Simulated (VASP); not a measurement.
Output of a VASP run:

OSZICAR:
```
       N       E                     dE             d eps       ncg     rms          rms(c)
DAV:   1    -0.194234585504E+01   -0.19423E+01   -0.91234E+02  1620   0.323E+02
DAV:   2    -0.417242138022E+01   -0.22301E+01   -0.20084E+01  1870   0.310E+01
DAV:   3    -0.418896294364E+01   -0.16542E-01   -0.16540E-01  1935   0.325E+00
DAV:   4    -0.418899425869E+01   -0.31315E-04   -0.31315E-04  1875   0.144E-01
DAV:   5    -0.418899439331E+01   -0.13463E-06   -0.13587E-06  1975   0.748E-03    0.165E+00
DAV:   6    -0.416913342236E+01    0.19861E-01   -0.17798E-03  1660   0.270E-01    0.918E-01
DAV:   7    -0.415619740040E+01    0.12936E-01   -0.45676E-03  1615   0.427E-01    0.191E-01
DAV:   8    -0.415616960103E+01    0.27799E-04   -0.29140E-05  2060   0.526E-02    0.139E-02
DAV:   9    -0.415616933679E+01    0.26424E-06   -0.14851E-07  1440   0.286E-03
   1 F= -.23608266E+01 E0= -.23609112E+01  d E =-.236083E+01
       N       E                     dE             d eps       ncg     rms          rms(c)
DAV:   1    -0.393964304147E+01    0.21653E+00   -0.77807E-01  1805   0.624E+00    0.810E-01
DAV:   2    -0.393560070349E+01    0.40423E-02   -0.40201E-03  1550   0.586E-01    0.295E-01
DAV:   3    -0.393305909064E+01    0.25416E-02   -0.56764E-04  1755   0.152E-01    0.854E-02
DAV:   4    -0.393289612809E+01    0.16296E-03   -0.55980E-05  1735   0.479E-02    0.605E-02
DAV:   5    -0.393289582910E+01    0.29899E-06   -0.39062E-07  1335   0.603E-03
   2 F= -.23610655E+01 E0= -.23610619E+01  d E =-.238925E-03
       N       E                     dE             d eps       ncg     rms          rms(c)
DAV:   1    -0.407236356219E+01   -0.13947E+00   -0.16832E-01  1780   0.283E+00    0.380E-01
DAV:   2    -0.407143542835E+01    0.92813E-03   -0.89136E-04  1565   0.272E-01    0.144E-01
DAV:   3    -0.407084612817E+01    0.58930E-03   -0.13293E-04  1705   0.719E-02    0.373E-02
DAV:   4    -0.407081386324E+01    0.32265E-04   -0.11113E-05  1820   0.211E-02    0.277E-02
DAV:   5    -0.407081378047E+01    0.82776E-07   -0.98429E-08   925   0.286E-03
   3 F= -.23919587E+01 E0= -.23920750E+01  d E =-.311321E-01
```

### OUTCAR
```
------------------------ aborting loop because EDIFF is reached ----------------------------------------
  FORCE on cell =-STRESS in cart. coord.  units (eV):
  Direction    XX          YY          ZZ          XY          YZ          ZX
  --------------------------------------------------------------------------------------
  Total        1.6685798      1.6685798      1.6685798      0.0000000      0.0000000     -0.0000000
  in kB      198.7759195    198.7759195    198.7759195      0.0000000      0.0000000     -0.0000000
  external PRESSURE =      -1.2240805 kB  Pullay stress =     200.0000000 kB
  volume of cell :       13.45
      direct lattice vectors                 reciprocal lattice vectors
     0.000000000  1.887504222  1.887504222    -0.264900070  0.264900070  0.264900070
     1.887504222 -0.000000000  1.887504222     0.264900070 -0.264900070  0.264900070
     1.887504222  1.887504222 -0.000000000     0.264900070  0.264900070 -0.264900070
 POSITION                                       TOTAL-FORCE (eV/Angst)
 -----------------------------------------------------------------------------------
      0.00000      0.00000      0.00000         0.000000      0.000000     -0.000000
 -----------------------------------------------------------------------------------
    total drift:                               -0.000000     -0.000000     -0.000000
  FREE ENERGIE OF THE ION-ELECTRON SYSTEM (eV)
  ---------------------------------------------------
  free  energy   TOTEN  =        -4.0708137805 eV

  energy  without entropy=       -4.0711626880  energy(sigma->0) =       -4.07093008
  enthalpy is  TOTEN    =        -2.3919587190 eV   P V=        1.6788550615

 reached required accuracy - stopping structural energy minimisation
```
(Selected blocks of OUTCAR.)

File POSCAR:
```
Al
1
    0.0000000000     1.9301866971     1.9301866971
    1.9301866971     0.0000000000     1.9301866971
    1.9301866971     1.9301866971     0.0000000000
Al
1
Direct
  0.0000000000   0.0000000000   0.0000000000
```

Question: Reconstruct the remaining input files.

Answer: This is not unique; one that fits is the input of the run itself, LDA (Ceperley-Alder, Perdew-Zunger), plane waves, VASP's LDA PAW potentials (set 64).

KPOINTS:
```
kpoints
0
G
 16 16 16
```

INCAR:
```
SYSTEM = Al
PREC = Accurate
ENCUT = 500
EDIFF = 1E-6
NELM = 100
ALGO = Normal
LREAL = .FALSE.
LASPH = .TRUE.
ISMEAR = 1
SIGMA = 0.1
LWAVE = .FALSE.
LCHARG = .FALSE.
IBRION = 2
ISIF = 3
NSW = 40
EDIFFG = -0.02
PSTRESS = 200
```

POTCAR, in this order: Al (LDA.64 set). Program: vasp_std.

Energy and stress use the plane-wave basis of the starting cell.

The compound is Al in the fcc structure. This run relaxes it under an external pressure of 20 GPa. Symmetry was kept, so distortions that lower it aren't found.
